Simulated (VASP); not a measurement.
The system is Ga2SnSe.

```
Ga Sn Se
1.0
    -2.81000    2.81000    5.62000
     2.81000   -2.81000    5.62000
     2.81000    2.81000   -5.62000
Ga Sn Se
4 2 2
Direct
  0.14500 0.12500 0.52000
  0.60500 0.62500 0.48000
  0.87500 0.39500 0.02000
  0.37500 0.85500 0.98000
  0.00000 0.00000 0.00000
  0.75000 0.25000 0.50000
  0.50000 0.50000 0.00000
  0.25000 0.75000 0.50000
```

The cell was built by a generator and needn't be a form met in nature.

| Item | Value |
| --- | --- |
| Program | VASP 6.6.1 |
| Task | relaxation of cell and atoms |
| Functional | PBE |
| Potentials or basis | VASP PAW PBE potentials, release 64 (Ga_d, Sn_d, Se) |
| Cutoff | 520 eV |
| k mesh | 4 × 4 × 4 |
| Occupations | gaussian, width 0.15 eV |
| Spin | no spin polarisation |

At the start: pressure 16.5 GPa; volume 22.19 Å³/atom.

Question: Where does the relaxation end?

Answer: Over 7 steps the energy falls by 263.1 meV/atom and the volume is 28.26 Å³/atom (+27.4 %); space group I-42d (No. 122, to 0.05 Å).

The path:
```csv
step,energy change (eV),largest force (eV/Å),pressure (GPa),volume (Å³)
1,0.0000,0.5479,16.50,177.50
2,-1.8994,0.3937,-2.52,242.91
3,-2.0383,0.4832,-0.02,225.27
4,-2.0385,0.4472,-0.34,226.31
5,-2.0727,0.2999,-0.17,226.24
6,-2.0904,0.1779,-0.01,226.19
7,-2.1048,0.0322,0.04,226.08
```

Final structure:
```
Ga Sn Se
1.0
    -3.03922    3.03922    6.11904
     3.03922   -3.03922    6.11904
     3.03922    3.03922   -6.11904
Ga Sn Se
4 2 2
Direct
  0.12987 0.12500 0.50487
  0.62013 0.62500 0.49513
  0.87500 0.37987 0.00487
  0.37500 0.87013 0.99513
  0.00000 0.00000 0.00000
  0.75000 0.25000 0.50000
  0.50000 0.50000 0.00000
  0.25000 0.75000 0.50000
```

Caveat: the volume moved by over 15 % at a fixed basis, so the end points are rough.
